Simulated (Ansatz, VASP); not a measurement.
# Sn: VASP beside Ansatz

One calculation is typed for both programs; each brings its own data sets. How far apart do they land? The structure shown is the end of the Ansatz relaxation below.

Calculated with Ansatz 0.2.0; plane waves, with VASP 6.6.1 beside it; single point at LDA.

## 1. The structure

The structure is tetragonal, space group I4_1/amd (No. 141). The conventional cell has a = 4.669 Å, b = 4.669 Å, c = 6.338 Å, α = 90.00°, β = 90.00°, γ = 90.00°. Nearest to Sn lie 4 Sn at 2.82 Å.

## 2. Ansatz: relaxation, LDA

Ansatz runs on its PAW soft_1 files.

This run makes the geometry at which the two programs are then compared.

input.yaml reads:

```yaml
crystal:
  lattice:
    - [0.0, 3.3014643797, 3.2029168842]
    - [3.3014643797, 0.0, 3.2029168842]
    - [3.3014643797, 3.3014643797, 0.0]
  atoms:
    - { symbol: Sn, position: [0.5, 0.5, 0.5] }
    - { symbol: Sn, position: [0.75, 0.75, 0.75] }
  conventional_axes: [[-1, 1, 1], [1, -1, 1], [1, 1, -1]]
kpoints:
  mp_grid: { grid: [12, 12, 12] }
hamiltonian:
  xc: lda
  pseudopotentials: { kind: paw, azcp: { folder: soft_1 }, xc_functional: pbe }
scf:
  occupations: { method: methfessel_paxton, width: 0.2 }
output:
  forces: true
  stress: true
  eigenvalues: true
relax:
  adjacent_minimum: "off"
  f_tol: 0.001
  max_steps: 60
  cell: { stress_tol: 0.01, fix: [a, b, gamma] }
```

The run is started by

```
ansatz run input.yaml --threads 4 --pin off --max-ram 10240MiB --backend cpu --events-out ev --progress --plain --runs-dir out
```

Numbers of over 12 decimals in the logs are rounded to 6 here.

Log:

```text
Engine: ansatz 0.2.0, x86_64-unknown-linux-gnu
Pseudopotentials: kind: paw
Pseudopotential: Sn, paw, valence charge 14, recommended cutoff 420 eV (normal), soft_1/Sn.paw.azcp
Functional definition: SPW92
  exchange = slater_x
  correlation = pw_c
Crystal: 2 atoms, lattice volume = 69.821 Å³
Basis set: ecut = 420 eV, 1387 PW (Γ)
Bands: 18, of which v1, the nominal top of the filled ones, is band 14 counted from 1 (13 counted from 0)
Symmetry: 16 space group operations
Space group: I41/amd (ITA 141), of the structure as read, at distance tolerance 4.1e-5 Å
k-points: 163 of 1728
Non-local potential: Sn, projectors of the file, l = 0: 2, l = 1: 2, l = 2: 2, l = 3: 1
PAW form: soft (Blöchl's): semilocal exchange-correlation on the pseudo side does not see the compensation charge
PAW frozen core: Sn, regenerated for the run's functional, and the local potential with it (the file was generated under x = pbe(κ = 0.804, μ = 0.219515), c = pbe(β = 0.066725))
PAW one-centre angular grid: Sn, 590 points (default); XC on 64 Gauss nodes
Initial density: superposition of atomic densities (chi_scale 0.1, normalization cell)
Initial wavefunctions: pseudopotential atomic-orbital guess
Functional: x = slater, c = lda
SCF iter   1: F=—  HF=-11759.261219 eV  |F-HF|=—  |Δ(HF+E_count)|=         —  Δρ=2.17e-2  dr2=3.71e-1  ethr=3.10e-3  ⟨swp⟩=5.6  Hψ=15101  notcnv=0
preconditioner: auto → Kerker (q_TF=auto, 2.343 Å⁻¹)  [metal: Δε(μ)=0.019 eV  Ē_g=19.851 eV  σ=0.200 eV  W_gap=0.08  n_scr=14 (ndim 8)  ℏωp=23.5 eV  f_vac=0.007  D(μ)=0.19/eV (n_scr^D=0)]
SCF iter   2: F=—  HF=-11759.187476 eV  |F-HF|=—  |Δ(HF+E_count)|=   7.37e-2  S|Δr|=    0.00e0  Δρ=1.38e-2  dr2=1.75e-1  ethr=1.33e-3  ⟨swp⟩=1.0  Hψ=4238  notcnv=0
SCF iter   3: F=—  HF=-11759.139488 eV  |F-HF|=—  |Δ(HF+E_count)|=   4.80e-2  S|Δr|=    0.00e0  Δρ=3.02e-3  dr2=1.72e-2  ethr=6.24e-4  ⟨swp⟩=1.3  Hψ=3105  notcnv=0
SCF iter   4: F=—  HF=-11759.137092 eV  |F-HF|=—  |Δ(HF+E_count)|=   2.40e-3  S|Δr|=    0.00e0  Δρ=1.52e-3  dr2=2.99e-3  ethr=6.14e-5  ⟨swp⟩=2.0  Hψ=3561  notcnv=0
SCF iter   5: F=—  HF=-11759.137282 eV  |F-HF|=—  |Δ(HF+E_count)|=   1.89e-4  S|Δr|=    0.00e0  Δρ=2.71e-4  dr2=6.16e-5  ethr=1.07e-5  ⟨swp⟩=2.0  Hψ=3597  notcnv=0
SCF iter   6: F=—  HF=-11759.137300 eV  |F-HF|=—  |Δ(HF+E_count)|=   1.79e-5  S|Δr|=    0.00e0  Δρ=5.12e-5  dr2=1.48e-6  ethr=2.20e-7  ⟨swp⟩=2.0  Hψ=3589  notcnv=0
SCF iter   7: F=-11759.137302 eV  HF=-11759.137302 eV  |F-HF|=6.41e-8  |Δ(HF+E_count)|=   1.96e-6  S|Δr|=    0.00e0  Δρ=8.34e-6  dr2=3.42e-8  ethr=3.57e-10  ⟨swp⟩=5.8  Hψ=16753  notcnv=0
SCF 1 converged in 7 iterations: F = -11759.137302 eV  dr2 = 3.42e-8
  greatest PAW one-centre occupation: 0.992 electrons in one spin orbital (limit 2), on the Sn atom at site 1 (counted from 0), in its partial waves of l = 2
relax step   1: F+E_penalty+E_count = -11759.13730157 eV  Δ(F+E_penalty+E_count) = +0.000e0 eV  max|allowed force component| = 2.082e-17 eV/Å  Δτ_max = 0.0000 Å  P = -1.224 GPa  Ω = 69.821 Å³  fix = [a, b, gamma]  reactions: a -1.526, b -1.526 GPa  (7 SCF iters, dr2 threshold 1.00e-7 eV, accepted)
[...]
relax step   2: F+E_penalty+E_count = -11759.13877459 eV  Δ(F+E_penalty+E_count) = -1.473e-3 eV  max|allowed force component| = 2.992e-17 eV/Å  Δτ_max = 0.0000 Å  P = -0.784 GPa  Ω = 69.043 Å³  energy of the carried Pulay correction = +3.463e-5 eV  fix = [a, b, gamma]  reactions: a -1.191, b -1.191 GPa  (5 SCF iters, dr2 threshold 2.00e-7 eV, accepted)
[...]
relax step   3: F+E_penalty+E_count = -11759.13877647 eV  Δ(F+E_penalty+E_count) = -1.877e-6 eV  max|allowed force component| = 3.816e-17 eV/Å  Δτ_max = 0.0000 Å  P = -0.805 GPa  Ω = 69.080 Å³  energy of the carried Pulay correction = +3.298e-5 eV  fix = [a, b, gamma]  reactions: a -1.208, b -1.208 GPa  (4 SCF iters, dr2 threshold 2.40e-9 eV, accepted)
[...]
relax step   4: F+E_penalty+E_count = -11759.13874505 eV  Δ(F+E_penalty+E_count) = +3.142e-5 eV  max|allowed force component| = 3.469e-17 eV/Å  Δτ_max = 0.0000 Å  P = -0.806 GPa  Ω = 69.080 Å³  fix = [a, b, gamma]  reactions: a -1.208, b -1.208 GPa  stress off target by 1.28e-3 GPa on what of the cell is left free  SCF on the basis re-selected at this cell (its energy is not comparable with the rows above)  (6 SCF iters)
basis re-selected at this cell: Δ(F+E_penalty+E_count) = +3.142e-5 eV, ΔP = -0.000 GPa vs the last step (what re-selecting the basis moved, of the pressure what is left beyond the Pulay correction that the steps carried, after the strain that the cell walked since its last selection, with what the two solves' SCF thresholds leave and, on support functions, any second-order correction that the steps lacked; it is no m [...]
SCF converged after 6 iterations
Stability not checked: this state was not tested for a lower state beside it, because cold or Methfessel-Paxton smearing, or corrected tetrahedra, fill the levels in a way that the test cannot read (fill_not_monotonic; see scf.lower_state_search)
Free energy (F): -11759.138745 eV
Harris-Foulkes:  -11759.138745 eV  (|F-HF|=1.82e-12)
Internal energy: -11759.138437 eV  (E = F + TS)
E sigma→0 (E₀):  -11759.138668 eV
Entropy (-TS):   -0.000308 eV (-0.154 meV/atom)
Fermi energy:    7.375068 eV
--- Per-component energies (eV) ---
  E_band       = -257.935537
  E_kinetic    = 338.759401
  E_local      = -2641.999868  (includes V_loc(G=0)·N_el)
  E_nonlocal   = 298.920176
  E_hartree    = 1280.193182
  E_xc         = -249.835222
  E_vxc        = -162.078451  (∫ρ·V_xc dr)
  E_paw        = -8451.248018  (= ΣΔE_a)
  E_vpaw       = -651.923695  (= ΣTr[D̂ρ^β])
  E_aug_tail   = 0.000547  (compensation charges beyond the density's cutoff)
  E_ewald      = -2334.778415
  E_core_change = 0.849782  (= ΣΔE_core)
  E_smearing   = -0.000308  (= −TS)
  E_closure    = -0.000000  (closes the sum)
  Σ components = -11759.138745   (vs F -11759.138745, Δ=0.00e0)
--- Forces (eV/Å), atoms counted from 1 ---
  atom   1  Sn    -0.00000000     0.00000000    -0.00000000
  atom   2  Sn     0.00000000    -0.00000000     0.00000000
  max |Σ_I F_I| component: 1.39e-17 eV/Å
--- Stress (GPa, compression-positive) ---
       -1.207766      -0.000000       0.000000
       -0.000000      -1.207766       0.000000
        0.000000       0.000000      -0.001277
  P = ⅓ Tr σ = -0.8056 GPa (-8.056 kbar)
--- Band table (eV; the first three rows and the last of 163) ---
  k-point 0: bands = [... 10 lower, -3.1805, 6.4683, 7.4117, 7.4117, 7.6690, 9.4539, 9.6226, 9.6226]
  k-point 1: bands = [... 10 lower, -3.1140, 5.6984, 7.2705, 7.4339, 7.8384, 9.6337, 9.7939, 9.8890]
  k-point 2: bands = [... 10 lower, -2.9174, 4.4984, 6.9643, 7.1596, 7.8356, 10.0551, 10.1500, 10.6929]
  k-point 162: bands = [... 10 lower, -0.0401, -0.0401, 4.8457, 4.8457, 8.0206, 8.0206, 15.0136, 15.0136]
--- Relaxed structure (3 steps of the walk, 3 accepted, 1 SCFs on fresh bases) ---
  F+E_penalty+E_count = -11759.13874505 eV   max|allowed force component| = 3.469e-17 eV/Å   (the final SCF, on the basis selected at the relaxed cell)
  cell:  # Å, volume = 69.0801 Å³
    - [0, 3.3014643797, 3.168908]
    - [3.3014643797, 0, 3.168908]
    - [3.3014643797, 3.3014643797, 0]
  atoms:
    - { symbol: Sn, position: [0.5, 0.5, 0.500000] }
    - { symbol: Sn, position: [0.75, 0.75, 0.75] }
```

In the SCF lines HF is the Harris–Foulkes energy and dr2 the Hartree energy of the density residual, in eV; the loop may stop once dr2 is under the threshold and the program's other checks hold. Hψ counts applications of the Hamiltonian.

## 3. VASP: single point, LDA, pair 1

The same cell, functional (in two slightly different forms), mesh and smearing now go to VASP, with its own data sets.

Lines of VASP's logs that name or quote its potential files are left out, and so is its time.

INCAR reads:

```
SYSTEM = Sn
PREC = Accurate
ENCUT = 500
EDIFF = 1E-06
NELM = 120
ISMEAR = 1
SIGMA = 0.2
LREAL = .FALSE.
ALGO = Normal
GGA = CA
NBANDS = 20
LORBIT = 11
LWAVE = .FALSE.
LCHARG = .FALSE.
ISIF = 2
LASPH = .TRUE.
GGA_COMPAT = .FALSE.
KPAR = 2
```

POSCAR reads:

```
Sn
1.0
    0.0000000000      3.3014643797      3.1689078659
    3.3014643797      0.0000000000      3.1689078659
    3.3014643797      3.3014643797      0.0000000000
Sn
2
Direct
    0.5000000000      0.5000000000      0.5000000000
    0.7500000000      0.7500000000      0.7500000000
```

KPOINTS reads:

```
Automatic mesh
0
Gamma
12 12 12
0 0 0
```

PAW data sets: Sn_d (LDA family, release 64).

The run is started by

```
mpirun -np 2 vasp_std
```

Log:

```text
[banner, memory and clock lines left out]
running    2 mpi-ranks, on    1 nodes
 distrk:  each k-point on    1 cores,    2 groups
 distr:  one band on    1 cores,    1 groups

 POSCAR found type information on POSCAR Sn
 POSCAR found :  1 types and       2 ions
 LDA part: xc-table for (Slater(with rela. corr.)+CA(PZ))
 , standard interpolation
 POSCAR, INCAR and KPOINTS ok, starting setup
 FFT: planning ... GRIDC
 FFT: planning ... GRID_SOFT
 FFT: planning ... GRID
 WAVECAR not read
 entering main loop
       N       E                     dE             d eps       ncg     rms          rms(c)
DAV:   1     0.222757544400E+03    0.22276E+03   -0.14793E+04  6556   0.198E+03
DAV:   2     0.147560692839E+02   -0.20800E+03   -0.20420E+03  6536   0.441E+02
DAV:   3    -0.827595678766E+01   -0.23032E+02   -0.22896E+02  7440   0.144E+02
DAV:   4    -0.902828188677E+01   -0.75233E+00   -0.75195E+00  7420   0.294E+01
DAV:   5    -0.905458245116E+01   -0.26301E-01   -0.26300E-01  9060   0.536E+00    0.324E+00
DAV:   6    -0.897235597001E+01    0.82226E-01   -0.41031E-02  8344   0.227E+00    0.182E+00
DAV:   7    -0.893174991909E+01    0.40606E-01   -0.59746E-02  6788   0.222E+00    0.144E-01
DAV:   8    -0.893229278440E+01   -0.54287E-03   -0.52233E-03  7500   0.823E-01    0.538E-02
DAV:   9    -0.893238123214E+01   -0.88448E-04   -0.17109E-04  8628   0.101E-01    0.139E-02
DAV:  10    -0.893238071320E+01    0.51894E-06   -0.14056E-05  8828   0.445E-02    0.402E-03
DAV:  11    -0.893238113740E+01   -0.42419E-06   -0.10439E-06  5656   0.740E-03
   1 F= -.89323811E+01 E0= -.89322704E+01  d E =-.332088E-03
```

OUTCAR, selected parts (step 3):

```text
ion  position               nearest neighbor table
   1  0.500  0.500  0.500-   2 2.82   2 2.82   2 2.82   2 2.82
   2  0.750  0.750  0.750-   1 2.82   1 2.82   1 2.82   1 2.82

  LATTYP: Found a body centered tetragonal cell.
 ALAT       =     4.6689757015
 C/A-ratio  =     1.3574317232

 Subroutine GETGRP returns: Found 16 space group operations
 (whereof  8 operations were pure point group operations)

The static configuration has the point symmetry D_2d.
 The point group associated with its full space group is D_4h.

 Found    163 irreducible k-points:

   k-points           NKPTS =    163   k-points in BZ     NKDIM =    163   number of bands    NBANDS=     20

   dimension x,y,z NGX =    36 NGY =   36 NGZ =   36
   dimension x,y,z NGXF=    72 NGYF=   72 NGZF=   72

   ENCUT  =  500.0 eV  36.75 Ry    6.06 a.u.   8.34  8.34  8.51*2*pi/ulx,y,z

   NELECT =      28.0000    total number of electrons

 k-points in reciprocal lattice and weights: Automatic mesh
   0.00000000  0.00000000  0.00000000       0.001
   0.08333333  0.00000000  0.00000000       0.005
   0.16666667  0.00000000  0.00000000       0.005
   0.25000000  0.00000000  0.00000000       0.005
   0.33333333 -0.00000000  0.00000000       0.005
   0.41666667  0.00000000  0.00000000       0.005
   0.50000000  0.00000000  0.00000000       0.002
   0.08333333  0.08333333  0.00000000       0.001
   0.16666667  0.08333333  0.00000000       0.005
[...]
-0.33333333  0.16666667  0.50000000       0.002
  -0.25000000  0.25000000  0.50000000       0.001

 average (electrostatic) potential at core
       1-101.4983       2-101.4983

 E-fermi :   5.2229

 k-point     1 :       0.0000    0.0000    0.0000
  band No.  band energies     occupation
    ...
     10     -15.9635      2.00000
     11      -5.3214      2.00000
     12       4.3675      2.00000
     13       5.2505      0.76849
     14       5.2505      0.76849
     15       5.5077     -0.06173
     16       7.2901     -0.00000
     17       7.4587     -0.00000
     18       7.4587     -0.00000
     19      10.1020      0.00000
    ...

 k-point     2 :       0.0833    0.0000    0.0000
  band No.  band energies     occupation
    ...
     10     -15.9551      2.00000
     11      -5.2549      2.00000
     12       3.5760      2.00000
     13       5.1092      1.81077
     14       5.2737      0.58532
     15       5.6953     -0.00420
     16       7.4710     -0.00000
     17       7.6303     -0.00000
     18       7.7280     -0.00000
     19      10.4764      0.00000
    ...

 k-point     3 :       0.1667    0.0000    0.0000
  band No.  band energies     occupation
    ...
     10     -15.9414      2.00000
     11      -5.0579      2.00000
     12       2.3664      2.00000
     13       4.8027      2.01138
     14       4.9980      2.06737
     15       5.6967     -0.00408
     16       7.8927     -0.00000
     17       7.9866     -0.00000
     18       8.5400     -0.00000
     19      11.2297      0.00000
    ...

  Total       -0.5126052     -0.5126052      0.0105362      0.0000000     -0.0000000      0.0000000
  in kB      -11.8888752    -11.8888752      0.2443677      0.0000000     -0.0000000      0.0000000
  external PRESSURE =      -7.8444609 kB  Pullay stress =       0.0000000 kB

  energy-cutoff  :      500.00
  volume of cell :       69.08
      direct lattice vectors                 reciprocal lattice vectors
     0.000000000  3.301464380  3.168907866    -0.151447946  0.151447946  0.157783066
     3.301464380  0.000000000  3.168907866     0.151447946 -0.151447946  0.157783066
     3.301464380  3.301464380  0.000000000     0.151447946  0.151447946 -0.157783066

 POSITION                                       TOTAL-FORCE (eV/Angst)
 -----------------------------------------------------------------------------------
      3.30146      3.30146      3.16891        -0.000000     -0.000000     -0.000000
      4.95220      4.95220      4.75336         0.000000      0.000000      0.000000
 -----------------------------------------------------------------------------------
    total drift:                                0.000000      0.000000      0.000000

  FREE ENERGIE OF THE ION-ELECTRON SYSTEM (eV)
  ---------------------------------------------------
  free  energy   TOTEN  =        -8.9323811374 eV

  energy  without entropy=       -8.9320490491  energy(sigma->0) =       -8.93227044

 total charge
# of ion       s       p       d       tot
------------------------------------------
    1        1.181   1.203   9.966  12.350
    2        1.181   1.203   9.966  12.350
--------------------------------------------------
tot          2.361   2.407  19.932  24.699

[... 3 further parts left out ...]
```

The run ends at a pressure of -0.78 GPa.

## 4. Comparison

Known differences besides the potentials themselves: the two LDA forms differ slightly; the cutoff is 420 eV in Ansatz and 500 eV in VASP; VASP's log shows a relativistic correction to its local exchange, Ansatz's none; Ansatz's pressure holds a Pulay correction, VASP's none. Total energies have different zeros and are not compared.

The two programs side by side:

```
      quantity  Ansatz   VASP  difference
pressure (GPa)   -0.81  -0.78       -0.02
```

## 5. Ansatz: relaxation, LDA

This run makes the geometry at which the two programs are then compared. The cell compared in this pair holds 70.23 Å³, against 69.08 Å³ for the pair before.

The structure compared here is the end of the Ansatz relaxation.

input.yaml, as its differences from that of step 2:

```diff
@@ -2,5 +2,5 @@
   lattice:
-    - [0.0, 3.3014643797, 3.2029168842]
-    - [3.3014643797, 0.0, 3.2029168842]
-    - [3.3014643797, 3.3014643797, 0.0]
+    - [0.0, 3.3661989753, 3.13429881]
+    - [3.3661989753, 0.0, 3.13429881]
+    - [3.3661989753, 3.3661989753, 0.0]
   atoms:
```

The run is started by

```
ansatz run input.yaml --threads 4 --pin off --max-ram 10240MiB --backend cpu --events-out ev --progress --plain --runs-dir out
```

Log:

```text
[...]
Crystal: 2 atoms, lattice volume = 71.031 Å³
Basis set: ecut = 420 eV, 1387 PW (Γ)
Bands: 18, of which v1, the nominal top of the filled ones, is band 14 counted from 1 (13 counted from 0)
[... 1 set-up line as in the run before ...]
[...]
k-points: 163 of 1728
[...]
k-point 162: bands = [... 10 lower, -0.0996, -0.0996, 4.5637, 4.5637, 7.6846, 7.6846, 14.7232, 14.7232]
--- Relaxed structure (3 steps of the walk, 3 accepted, 1 SCFs on fresh bases) ---
[...]
cell:  # Å, volume = 70.2337 Å³
    - [0, 3.3661989753, 3.099101]
    - [3.3661989753, 0, 3.099101]
    - [3.3661989753, 3.3661989753, 0]
  atoms:
    - { symbol: Sn, position: [0.500000, 0.500000, 0.500000] }
    - { symbol: Sn, position: [0.750000, 0.750000, 0.750000] }
[key lines of the parts left out:]
SCF converged after 5 iterations
Free energy (F): -11759.109419 eV
Fermi energy:    7.163256 eV
P = ⅓ Tr σ = -1.4940 GPa (-14.940 kbar)
```

## 6. VASP: single point, LDA, pair 2

The same cell, functional (in two slightly different forms), mesh and smearing now go to VASP, with its own data sets.

INCAR is that of step 3.

POSCAR reads:

```
Sn
1.0
    0.0000000000      3.3661989753      3.0991006624
    3.3661989753      0.0000000000      3.0991006624
    3.3661989753      3.3661989753      0.0000000000
Sn
2
Direct
    0.5000000000      0.5000000000      0.5000000000
    0.7500000000      0.7500000000      0.7500000000
```

KPOINTS is that of step 3.

The run is started by

```
mpirun -np 2 vasp_std
```

Log:

```text
[... set-up lines as in an earlier step ...]
 entering main loop
       N       E                     dE             d eps       ncg     rms          rms(c)
DAV:   1     0.223040852393E+03    0.22304E+03   -0.14784E+04  6548   0.198E+03
DAV:   2     0.147225312060E+02   -0.20832E+03   -0.20464E+03  6548   0.437E+02
DAV:   3    -0.823993267460E+01   -0.22962E+02   -0.22828E+02  7464   0.143E+02
DAV:   4    -0.899276177362E+01   -0.75283E+00   -0.75243E+00  7392   0.294E+01
[...]
DAV:   9    -0.890335196288E+01   -0.81831E-04   -0.17685E-04  8944   0.108E-01    0.148E-02
DAV:  10    -0.890335279813E+01   -0.83525E-06   -0.14122E-05  8620   0.445E-02    0.386E-03
DAV:  11    -0.890335321401E+01   -0.41588E-06   -0.10880E-06  5656   0.833E-03
   1 F= -.89033532E+01 E0= -.89033772E+01  d E =0.720922E-04
```

From OUTCAR (step 6):

```text
  Total       -0.9778040     -0.9778040      0.0095286      0.0000000      0.0000000      0.0000000
  in kB      -22.3057668    -22.3057668      0.2173672      0.0000000      0.0000000      0.0000000
  external PRESSURE =     -14.7980555 kB  Pullay stress =       0.0000000 kB

 POSITION                                       TOTAL-FORCE (eV/Angst)
 -----------------------------------------------------------------------------------
      3.36620      3.36620      3.09910        -0.000000     -0.000000      0.000000
      5.04930      5.04930      4.64865         0.000000      0.000000      0.000000
 -----------------------------------------------------------------------------------
    total drift:                                0.000000      0.000000      0.000000

  FREE ENERGIE OF THE ION-ELECTRON SYSTEM (eV)
  ---------------------------------------------------
  free  energy   TOTEN  =        -8.9033532140 eV

  energy  without entropy=       -8.9034253062  energy(sigma->0) =       -8.90337724

[... 1 part as in an earlier step ...]

[... 2 further parts left out ...]
[key lines of the parts left out:]
E-fermi :   5.0441
```

The run ends at a pressure of -1.48 GPa.

## 7. Comparison

Compared:

```
      quantity  Ansatz   VASP  difference
pressure (GPa)   -1.49  -1.48       -0.01
```

## 8. Results

* difference in pressure (single point, LDA, pair 1): -0.021 GPa
* difference in pressure (single point, LDA, pair 2): -0.014 GPa

The difference in pressure is -0.021 GPa (single point, LDA, pair 1), within the 1 GPa picked in this series as the mark of a large difference. How closely two codes agree says nothing of how well the functional describes the real material.

[Lines on the potential files, build, host, timing and source positions are cut from VASP's logs without a mark.]

[Logs are printed without paths, hosts, clocks, repeated set-up lines and the standing remarks that a program may print on its own settings, such as how far it seeks lower states.]

[Hosts, paths, dates, database ids (printed as entryN), source tags and the programs' standing remarks are cut or masked in the printed files.]
